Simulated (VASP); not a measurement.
These are PBE GGA, VASP's PBE PAW potentials (set 64) (plane waves; VASP 6.6.1) values and carry that method's errors.

Input for VASP

### INCAR
```
SYSTEM=Ir
PREC=Accurate; ENCUT=400; LREAL=.False.
LASPH=.True.
EDIFF=1E-2; NELM=100; ALGO=Normal
LMAXMIX=6
ISMEAR=1; SIGMA=0.1
GGA=PE
ISIF=2
LWAVE=.False.; LCHARG=.False.
```

### POSCAR
```
Ir
1
    0.0000000000     1.9584000000     1.9584000000
    1.9584000000     0.0000000000     1.9584000000
    1.9584000000     1.9584000000     0.0000000000
Ir
1
Direct
  0.0000000000   0.0000000000   0.0000000000
```

File KPOINTS:
```
Regular mesh
0
G
 14 14 14
0 0 0
```

POTCAR, in this order: Ir (PBE.64 set). Program: vasp_std.

What VASP printed:

File OUTCAR:
```
 ion  position               nearest neighbor table
   1  0.000  0.000  0.000-
  LATTYP: Found a face centered cubic cell.
 ALAT       =     3.9168000000
 Subroutine PRICEL returns:
 Original cell was already a primitive cell.
 Subroutine GETGRP returns: Found 48 space group operations
The static configuration has the point symmetry O_h .
The dynamic configuration has the point symmetry O_h .
 Subroutine INISYM returns: Found 48 space group operations
 Subroutine IBZKPT returns following result:
 Found    104 irreducible k-points:

 Following reciprocal coordinates:
            Coordinates               Weight
  0.000000  0.000000  0.000000      1.000000
  0.071429  0.000000  0.000000      8.000000
  0.142857  0.000000  0.000000      8.000000
  0.214286  0.000000  0.000000      8.000000
  0.285714  0.000000  0.000000      8.000000
  0.357143  0.000000  0.000000      8.000000
  0.428571  0.000000  0.000000      8.000000
  0.500000  0.000000  0.000000      4.000000
  0.071429  0.071429  0.000000      6.000000
  0.142857  0.071429  0.000000     24.000000
  0.214286  0.071429  0.000000     24.000000
  0.285714  0.071429  0.000000     24.000000
  0.357143  0.071429  0.000000     24.000000
  0.428571  0.071429  0.000000     24.000000
  0.500000  0.071429  0.000000     24.000000
 -0.428571  0.071429  0.000000     24.000000
 -0.357143  0.071429  0.000000     24.000000
 -0.285714  0.071429  0.000000     24.000000
 -0.214286  0.071429  0.000000     24.000000
 -0.142857  0.071429  0.000000     24.000000
 -0.071429  0.071429  0.000000     12.000000
  0.142857  0.142857  0.000000      6.000000
  0.214286  0.142857  0.000000     24.000000
  0.285714  0.142857  0.000000     24.000000
  0.357143  0.142857  0.000000     24.000000
...
```

### OSZICAR
```
       N       E                     dE             d eps       ncg     rms          rms(c)
DAV:   1     0.325976695712E+02    0.32598E+02   -0.38146E+03  1800   0.802E+02
DAV:   2    -0.888747431160E+01   -0.41485E+02   -0.39439E+02  1680   0.181E+02
DAV:   3    -0.940655056545E+01   -0.51908E+00   -0.51632E+00  2416   0.273E+01
DAV:   4    -0.940957525647E+01   -0.30247E-02   -0.30222E-02  2136   0.150E+00
DAV:   5    -0.940958203720E+01   -0.67807E-05   -0.67807E-05  1696   0.526E-02    0.129E+01
DAV:   6    -0.890694932507E+01    0.50263E+00   -0.11647E+00  1928   0.147E+01    0.512E+00
DAV:   7    -0.882795390358E+01    0.78995E-01   -0.30679E-01  2120   0.701E+00    0.162E+00
DAV:   8    -0.882353543305E+01    0.44185E-02   -0.16301E-03   840   0.646E-01
   1 F= -.88235354E+01 E0= -.88229928E+01  d E =-.162803E-02
```

### OUTCAR
```
------------------------ aborting loop because EDIFF is reached ----------------------------------------
  FORCE on cell =-STRESS in cart. coord.  units (eV):
  Direction    XX          YY          ZZ          XY          YZ          ZX
  --------------------------------------------------------------------------------------
  Total       -0.5888029     -0.5888029     -0.5888029      0.0000000     -0.0000000     -0.0000000
  in kB      -62.7980731    -62.7980731    -62.7980731      0.0000000     -0.0000000     -0.0000000
  external PRESSURE =     -62.7980731 kB  Pullay stress =       0.0000000 kB
  volume of cell :       15.02
      direct lattice vectors                 reciprocal lattice vectors
     0.000000000  1.958400000  1.958400000    -0.255310458  0.255310458  0.255310458
     1.958400000  0.000000000  1.958400000     0.255310458 -0.255310458  0.255310458
     1.958400000  1.958400000  0.000000000     0.255310458  0.255310458 -0.255310458
 POSITION                                       TOTAL-FORCE (eV/Angst)
 -----------------------------------------------------------------------------------
      0.00000      0.00000      0.00000        -0.000000     -0.000000      0.000000
 -----------------------------------------------------------------------------------
    total drift:                                0.000000     -0.000000      0.000000
  FREE ENERGIE OF THE ION-ELECTRON SYSTEM (eV)
  ---------------------------------------------------
  free  energy   TOTEN  =        -8.8235354331 eV

  energy  without entropy=       -8.8219074036  energy(sigma->0) =       -8.82299276
```
(Selected blocks of OUTCAR.)

The compound is Ir in the fcc structure. The cell was not relaxed at this level. The run is one of a series of settings (EDIFF = 1E-2 against the base run), some of them coarse on purpose.
